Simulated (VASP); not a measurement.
# BeCr3 (Pm-3m) in VASP: notebook

Aim: see how the results for BeCr3 move with the level of theory and the settings. Levels: rev-vdW-DF2, PBEsol. Tasks: relaxation of cell and atoms.

All numbers are computed with VASP 6.6.1; they aren't measurements. Logs are shortened: lines on timing, memory, paths and dates and some standing lists are left out, and cuts for length are marked.

### Step 1. The structure

It takes space group Pm-3m (No. 221, cubic). Conventional cell: a = 3.511 Å, b = 3.511 Å, c = 3.511 Å, α = 90.00°, β = 90.00°, γ = 90.00°. Cr (site symmetry 4/mmm) is surrounded by 8 Cr at 2.48 Å and 4 Be at 2.48 Å. Be (site symmetry m-3m) has 12 Cr at 2.48 Å as nearest neighbours.

The cell comes from a database or a generator and needn't be the stable form of this composition.

### Step 2. Relaxation of cell and atoms, rev-vdW-DF2, collinear spin, ferromagnetic start

INCAR reads:

```
PREC     = Accurate       # precision mode
ENCUT    = 600            # plane-wave cutoff, eV
EDIFF    = 1E-7           # SCF threshold, eV
ISMEAR   = -1             # smearing method
SIGMA    = 0.05           # smearing width, eV
LREAL    = False          # projectors in reciprocal space
LASPH    = True           # aspherical terms in the spheres
NELM     = 150            # most SCF steps
ALGO     = Normal         # electronic algorithm
ISIF     = 3              # what is computed and relaxed
LWAVE    = False          # write WAVECAR
LCHARG   = False          # write CHGCAR
ISPIN    = 2              # spin polarisation
MAGMOM   = 3 3 3 0        # initial moments
LORBIT   = 11             # projections on sites
LMAXMIX  = 4              # l up to which the mixer works
GGA      = MK             # functional
LUSE_VDW = True         
AGGAC    = 0.0          
PARAM1   = 0.1234       
PARAM2   = 0.711357     
ZAB_VDW  = -1.8867      
IBRION   = 2              # ionic algorithm
NSW      = 60             # ionic steps
EDIFFG   = -0.005         # ionic threshold
```

KPOINTS reads:

```
Automatic mesh
0
Gamma
  6 6 6
```

POSCAR reads:

```
BeCr3
1.0
    3.5112140000      0.0000000000      0.0000000000
    0.0000000000      3.5112140000      0.0000000000
    0.0000000000      0.0000000000      3.5112140000
Cr Be
3 1
Direct
    0.5000000000      0.5000000000      0.0000000000
    0.5000000000      0.0000000000      0.5000000000
    0.0000000000      0.5000000000      0.5000000000
    0.0000000000      0.0000000000      0.0000000000
```

Potentials or basis: VASP PAW PBE potentials, release 64 (Cr_pv, Be).

The run is started by

```console
$ cat potpaw_PBE.64/Cr_pv/POTCAR potpaw_PBE.64/Be/POTCAR > POTCAR
$ mpirun -np 1 vasp_std > vasp.out
```

OUTCAR:

```text
PREC = Accurate
   ENCUT = 600
   EDIFF = 1E-7
   ISMEAR = -1
   LREAL = False
   LASPH = True
   NELM = 150
   ISIF = 3
   ISPIN = 2
   LORBIT = 11
   GGA = MK
   IBRION = 2
   NSW = 60
   EDIFFG = -0.005

 ion  position               nearest neighbor table
   1  0.500  0.500  0.000-   2 2.48   3 2.48   4 2.48   2 2.48   3 2.48   2 2.48   4 2.48   2 2.48
                             3 2.48   4 2.48   3 2.48   4 2.48
   2  0.500  0.000  0.500-   1 2.48   3 2.48   4 2.48   1 2.48   4 2.48   1 2.48   3 2.48   1 2.48
                             3 2.48   4 2.48   4 2.48   3 2.48
   3  0.000  0.500  0.500-   1 2.48   2 2.48   4 2.48   1 2.48   4 2.48   2 2.48   4 2.48   4 2.48
                             1 2.48   2 2.48   1 2.48   2 2.48
   4  0.000  0.000  0.000-   1 2.48   2 2.48   3 2.48   2 2.48   3 2.48   1 2.48   3 2.48   3 2.48
                             1 2.48   2 2.48   2 2.48   1 2.48

  LATTYP: Found a simple cubic cell.
 ALAT       =     3.5112140000

  Lattice vectors:

 A1 = (   3.5112140000,   0.0000000000,   0.0000000000)
 A2 = (   0.0000000000,   3.5112140000,   0.0000000000)
 A3 = (   0.0000000000,   0.0000000000,   3.5112140000)

Analysis of symmetry for initial positions (statically):
=====================================================================
 Subroutine PRICEL returns:
 Original cell was already a primitive cell.

 Routine SETGRP: Setting up the symmetry group for a
 simple cubic supercell.

 Subroutine GETGRP returns: Found 48 space group operations
 (whereof 48 operations were pure point group operations)
 out of a pool of 48 trial point group operations.

The static configuration has the point symmetry O_h .

Analysis of symmetry for dynamics (positions and initial velocities):
=====================================================================
 Subroutine PRICEL returns:
 Original cell was already a primitive cell.

 Routine SETGRP: Setting up the symmetry group for a
 simple cubic supercell.

 Subroutine GETGRP returns: Found 48 space group operations
 (whereof 48 operations were pure point group operations)
 out of a pool of 48 trial point group operations.

The dynamic configuration has the point symmetry O_h .

Analysis of structural, dynamic, and magnetic symmetry:
=====================================================================
 Subroutine PRICEL returns:
 Original cell was already a primitive cell.

 Routine SETGRP: Setting up the symmetry group for a
 simple cubic supercell.

 Subroutine GETGRP returns: Found 48 space group operations
 (whereof 48 operations were pure point group operations)
 out of a pool of 48 trial point group operations.

The overall configuration has the point symmetry O_h .

 Subroutine INISYM returns: Found 48 space group operations
 (whereof 48 operations are pure point group operations),
 and found     1 'primitive' translations

----------------------------------------------------------------------------------------

                                     Primitive cell

  volume of cell :      43.2884

  direct lattice vectors                    reciprocal lattice vectors
     3.511214000  0.000000000  0.000000000     0.284801781  0.000000000  0.000000000
     0.000000000  3.511214000  0.000000000     0.000000000  0.284801781  0.000000000
     0.000000000  0.000000000  3.511214000     0.000000000  0.000000000  0.284801781

  length of vectors
     3.511214000  3.511214000  3.511214000     0.284801781  0.284801781  0.284801781

  position of ions in fractional coordinates (direct lattice)
     0.500000000  0.500000000  0.000000000
     0.500000000  0.000000000  0.500000000
     0.000000000  0.500000000  0.500000000
     0.000000000  0.000000000  0.000000000

  ion indices of the primitive-cell ions
   primitive index   ion index
                 1           1
                 2           2
                 3           3
                 4           4

----------------------------------------------------------------------------------------

 KPOINTS: Automatic mesh

Automatic generation of k-mesh.
 Grid dimensions read from file:
 generate k-points for:    6    6    6

 Generating k-lattice:

  Cartesian coordinates                     Fractional coordinates (reciprocal lattice)
     0.047466963  0.000000000  0.000000000     0.166666667  0.000000000  0.000000000
     0.000000000  0.047466963  0.000000000     0.000000000  0.166666667  0.000000000
     0.000000000  0.000000000  0.047466963     0.000000000  0.000000000  0.166666667

  Length of vectors
     0.047466963  0.047466963  0.047466963

  Shift w.r.t. Gamma in fractional coordinates (k-lattice)
     0.000000000  0.000000000  0.000000000

 Subroutine IBZKPT returns following result:
 ===========================================

 Found     20 irreducible k-points:

 Following reciprocal coordinates:
            Coordinates               Weight
  0.000000  0.000000  0.000000      1.000000
  0.166667  0.000000  0.000000      6.000000
  0.333333  0.000000  0.000000      6.000000
  0.500000  0.000000  0.000000      3.000000
  0.166667  0.166667  0.000000     12.000000
  0.333333  0.166667  0.000000     24.000000
[... 12 lines left out ...]
  0.500000  0.500000  0.333333      6.000000
  0.500000  0.500000  0.500000      1.000000
   k-points           NKPTS =     20   k-points in BZ     NKDIM =     20   number of bands    NBANDS=     28
   number of dos      NEDOS =    301   number of ions     NIONS =      4
   total plane-waves  NPLWV =  21952
   dimension x,y,z NGX =    28 NGY =   28 NGZ =   28
   dimension x,y,z NGXF=    56 NGYF=   56 NGZF=   56
   ions per type =               3   1
   NGX,Y,Z   is equivalent  to a cutoff of  13.26, 13.26, 13.26 a.u.
   NGXF,Y,Z  is equivalent  to a cutoff of  26.51, 26.51, 26.51 a.u.
 SYSTEM =  unknown system
   PREC   = accura    normal or accurate (medium, high low for compatibility)
   ISTART =      0    job   : 0-new  1-cont  2-samecut
   ICHARG =      2    charge: 1-file 2-atom 10-const
   ISPIN  =      2    spin polarized calculation?
   LNONCOLLINEAR =      F non collinear calculations
   LSORBIT =      F    spin-orbit coupling
   LASPH  =      T    aspherical Exc in radial PAW
   ENCUT  =  600.0 eV  44.10 Ry    6.64 a.u.   7.01  7.01  7.01*2*pi/ulx,y,z
   NELM   =    150;   NELMIN=  2; NELMDL= -5     # of ELM steps
   EDIFF  = 0.1E-06   stopping-criterion for ELM
   LREAL  =      F    real-space projection
   EDIFFG = -.5E-02   stopping-criterion for IOM
   NSW    =     60    number of steps for IOM
   IBRION =      2    ionic relax: 0-MD 1-quasi-New 2-CG
   NFREE  =      1    steps in history (QN), initial steepest desc. (CG)
   ISIF   =      3    stress and relaxation
   ISYM   =      2    0-nonsym 1-usesym 2-fastsym
   POTIM  = 0.5000    time-step for ionic-motion
   TEBEG  =    0.0;   TEEND  =   0.0 temperature during run
   PSTRESS=    0.0 pullay stress
   NELECT =      38.0000    total number of electrons
   NUPDOWN=      -1.0000    fix difference up-down
   EMIN   =  10.00;   EMAX   =-10.00  energy-range for DOS
   EFERMI =   0.00;   METHOD = LEGACY
   ISMEAR =    -1;   SIGMA  =   0.05  broadening in eV -4-tet -1-fermi 0-gaus
   EFERMI_NEDOS =   21; number of points for ismear=-14 and -15
   IALGO  =     38    algorithm
   IMIX   =      4    mixing-type and parameters
     AMIX     =   0.40;   BMIX     =  1.00
     AMIX_MAG =   1.60;   BMIX_MAG =  1.00
  volume/ion in A,a.u.               =      10.82        73.03
  Fermi-wavevector in a.u.,A,eV,Ry     =   1.567516  2.962176 33.430975  2.457107
  Thomas-Fermi vector in A             =   2.669684
   LORBIT       =     11    0 simple, 1 ext, 2 COOP (PROOUT), +10 PAW based schemes
   GGA     = MK    functional components
   LHFCALC =     F    Hartree Fock is set to
   AEXX    =    0.0000 exact exchange contribution
   IVDW_NL    =     1    kernel type
   BPARAM     = 6.3000
   IVDW    =     0    specifies the selected vdW correction
   LEPSILON=     F    determine dielectric tensor
   LRPA    =     F    only Hartree local field effects (RPA)
 conjugate gradient relaxation of ions
 spin polarized calculation
  energy-cutoff  :      600.00
  volume of cell :       43.29
 maximum number of plane-waves:      1472
   NGX = 15   NGY = 15   NGZ = 15

--------------------------------------- Ionic step        1  -------------------------------------------

 number of electron      37.9999983 magnetization      -0.0000524

 number of electron      37.9999983 magnetization       0.0000232

 Free energy of the ion-electron system (eV)
  ---------------------------------------------------
  ext. energy  EPLUGINS =         0.00000000
  ---------------------------------------------------
  free energy    TOTEN  =       -23.77489283 eV

  energy without entropy =      -23.74798136  energy(sigma->0) =      -23.76143709

 E-fermi :   9.7377     XC(G=0): -13.0627

 val. band max:        9.7161204060   @ k =   0.5000   0.1667   0.0000
 cond. band min:       9.7396138253   @ k =   0.1667   0.0000   0.0000
 fundamental gap:      0.0234934194
 Fermi energy:         9.7376843784

 spin component 1

 k-point     1 :       0.0000    0.0000    0.0000
  band No.  band energies     occupation
      1     -33.5010      1.00000
      2     -33.5010      1.00000
      3     -33.5010      1.00000
      4     -33.0249      1.00000
      5     -33.0249      1.00000
      6     -33.0249      1.00000
[... 1313 lines left out ...]
--------------------------------------- Ionic step        3  -------------------------------------------

 number of electron      38.0000009 magnetization       0.0000057

 number of electron      38.0000009 magnetization      -0.0000023

 Free energy of the ion-electron system (eV)
  ---------------------------------------------------
  ext. energy  EPLUGINS =         0.00000000
  ---------------------------------------------------
  free energy    TOTEN  =       -23.79050017 eV

  energy without entropy =      -23.76398175  energy(sigma->0) =      -23.77724096

 E-fermi :  10.0334     XC(G=0): -13.1863

 val. band max:       10.0065058145   @ k =   0.5000   0.1667   0.0000
 cond. band min:      10.0352397240   @ k =   0.1667   0.0000   0.0000
 fundamental gap:      0.0287339094
 Fermi energy:        10.0333935683

 spin component 1

 k-point     1 :       0.0000    0.0000    0.0000
  band No.  band energies     occupation
      1     -33.2279      1.00000
      2     -33.2279      1.00000
      3     -33.2279      1.00000
      4     -32.7152      1.00000
      5     -32.7152      1.00000
      6     -32.7152      1.00000
[... 1263 lines left out ...]
  FREE ENERGIE OF THE ION-ELECTRON SYSTEM (eV)
  ---------------------------------------------------
  free  energy   TOTEN  =       -23.7905001701 eV

  energy  without entropy=      -23.7639817537  energy(sigma->0) =      -23.77724096

Total vdW correction in eV:      5.2188234

 reached required accuracy - stopping structural energy minimisation

 total charge

# of ion       s       p       d       tot
------------------------------------------
    1        0.415   6.383   4.306  11.104
    2        0.415   6.383   4.306  11.104
    3        0.415   6.383   4.306  11.104
    4        0.449   0.743   0.000   1.192
--------------------------------------------------
tot          1.694  19.891  12.917  34.503

 magnetization (x)

# of ion       s       p       d       tot
------------------------------------------
    1       -0.000   0.000   0.000   0.000
    2       -0.000   0.000   0.000   0.000
    3       -0.000   0.000   0.000   0.000
    4        0.000   0.000   0.000   0.000
--------------------------------------------------
tot         -0.000   0.000   0.000   0.000
```

It took 4.4 min on 1 thread of AMD EPYC 7R13 (Zen 3), shared host; peak memory 0.33 GiB.

What came out:

- Free energy: -23.7905 eV
- Relaxed volume: 10.58 Å³/atom
- Relaxed cell: a = 3.484 Å, b = 3.484 Å, c = 3.484 Å, α = 90.00°, β = 90.00°, γ = 90.00°
- Space group after relaxing (to 0.05 Å): Pm-3m (No. 221)
- Energy gained by relaxing: 3.9 meV/atom
- Ionic steps: 3
- Pressure after relaxing: 0.0 GPa
- Band gap on the k mesh: none (metal or under the smearing width)
- Net moment: 0.00 μB per cell
- Valence electrons inside the program's atomic spheres: Cr 11.10; Be 1.19

Step by step:
| step | energy change (eV) | largest force (eV/Å) | pressure (GPa) | volume (Å³) |
| --- | --- | --- | --- | --- |
| 1 | 0.0000 | 0.0000 | -4.94 | 43.29 |
| 2 | 0.0042 | 0.0000 | 6.07 | 41.23 |
| 3 | -0.0156 | 0.0000 | -0.02 | 42.30 |

Final structure:
```xyz
4
Lattice="3.4844 0.0000 0.0000 0.0000 3.4844 0.0000 0.0000 0.0000 3.4844" Properties=species:S:1:pos:R:3 pbc="T T T"
Cr    1.7422    1.7422    0.0000
Cr    1.7422    0.0000    1.7422
Cr    0.0000    1.7422    1.7422
Be    0.0000    0.0000    0.0000
```

Caveat: the starting moments collapsed, and a magnetic state may lie lower; the PAW data sets were made with another functional, which shifts forces and pressure a little.

### Step 3. Relaxation of cell and atoms, PBEsol, collinear spin, ferromagnetic start, target pressure 2 GPa, at which the enthalpy is minimised

INCAR reads:

```
SYSTEM = BeCr3
ALGO = Fast ; EDIFF = 1E-7
EDIFFG = -0.01 ; ENCUT = 600
GGA = PS ; IBRION = 2
ISIF = 3 ; ISMEAR = -1
ISPIN = 2 ; LASPH = .TRUE.
LCHARG = .FALSE. ; LMAXMIX = 4
LORBIT = 11 ; LREAL = .FALSE.
LWAVE = .FALSE. ; MAGMOM = 3 3 3 0
NELM = 100 ; NSW = 60
PREC = Accurate ; PSTRESS = 20
SIGMA = 0.05
```

KPOINTS reads:

```
k-points
0
G
  6 6 6
  0 0 0
```

POSCAR is that of step 2.

Potentials or basis: VASP PAW PBE potentials, release 64 (Cr_pv, Be).

The run is started by

```console
$ cat potpaw_PBE.64/Cr_pv/POTCAR potpaw_PBE.64/Be/POTCAR > POTCAR
$ mpirun -np 1 vasp_std > vasp.out
```

It took 78 s on 1 thread of Intel Xeon 6975P-C (Granite Rapids), shared host; peak memory 0.19 GiB.

Results (log left out):

| Item | Value |
| --- | --- |
| Free energy | -34.2164 eV |
| Relaxed volume | 10.33 Å³/atom |
| Relaxed cell | a = 3.457 Å, b = 3.457 Å, c = 3.457 Å, α = 90.00°, β = 90.00°, γ = 90.00° |
| Space group after relaxing (to 0.05 Å) | Pm-3m (No. 221) |
| Energy change on relaxing (the enthalpy is what falls) | -10.5 meV/atom |
| Ionic steps | 3 |
| Pressure after relaxing | 1.9 GPa |
| Band gap on the k mesh | none (metal or under the smearing width) |
| Net moment | 0.00 μB per cell |
| Valence electrons inside the program's atomic spheres | Cr 11.15; Be 1.23 |

Step by step:
```
step  energy change (eV)  largest force (eV/Å)  pressure (GPa)  volume (Å³)
   1              0.0000                0.0000           -8.31        43.29
   2              0.0870                0.0000           17.12        39.07
   3             -0.0419                0.0000            1.87        41.33
```

Final structure:
```
CELL_PARAMETERS angstrom
3.45747 0.00000 0.00000
0.00000 3.45747 0.00000
0.00000 0.00000 3.45747
ATOMIC_POSITIONS crystal
Cr 0.50000 0.50000 0.00000
Cr 0.50000 0.00000 0.50000
Cr 0.00000 0.50000 0.50000
Be 0.00000 0.00000 0.00000
```

Levels at points of the mesh, in eV from the Fermi level:
Spin up:
```tsv
k point	band 17	band 18	band 19	band 20	band 21	band 22
(0.00, 0.00, 0.00)	0.64	0.64	0.64	1.87	1.87	1.87
(0.50, 0.00, 0.00)	-0.78	-0.78	-0.15	-0.12	0.40	0.78
(0.50, 0.50, 0.00)	-1.81	-0.62	-0.62	0.33	0.33	0.41
(0.50, 0.50, 0.50)	-0.86	-0.86	-0.86	0.50	0.50	0.50
```
Spin down:
```
           k point  band 16  band 17  band 18  band 19  band 20  band 21  band 22  band 23
(0.00, 0.00, 0.00)    -3.10     0.64     0.64     0.64     1.87     1.87     1.87     1.90
(0.50, 0.00, 0.00)    -1.51    -0.78    -0.78    -0.15    -0.12     0.40     0.78     0.78
(0.50, 0.50, 0.00)    -1.81    -1.81    -0.62    -0.62     0.33     0.33     0.41     1.27
(0.50, 0.50, 0.50)    -0.98    -0.86    -0.86    -0.86     0.50     0.50     0.50     1.18
```

Caveat: the starting moments collapsed, and a magnetic state may lie lower; the cell is relaxed towards a set pressure, so the enthalpy falls and the energy may rise; the PAW data sets were made with another functional, which shifts forces and pressure a little.
